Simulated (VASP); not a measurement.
```xyz
4
Lattice="2.3374 -4.0486 0.0000 2.3374 4.0486 0.0000 0.0000 0.0000 7.6357" Properties=species:S:1:pos:R:3 pbc="T T T"
Ag     2.3374    -1.3495     3.8187
Ag     2.3374     1.3495     0.0009
I      2.3374    -1.3495     6.6804
I      2.3374     1.3495     2.8625
```

All values below come from PBE GGA, VASP's PBE PAW potentials (set 64) (plane waves; VASP). Numerical set-up: 400 eV cut-off, 5×5×3 Γ-centred mesh, Gaussian smearing of 0.050 eV, potentials Ag I.

Task: What does the run give for the energy per atom (σ→0)?

Result: 
```yaml
energy per atom (σ→0): -2.394 eV/atom
```

Only differences to runs with the same potentials and settings are physical.

The compound is AgI in the wurtzite structure. It was relaxed first, which changed the volume by +5 %. The start is the result of an earlier pass.
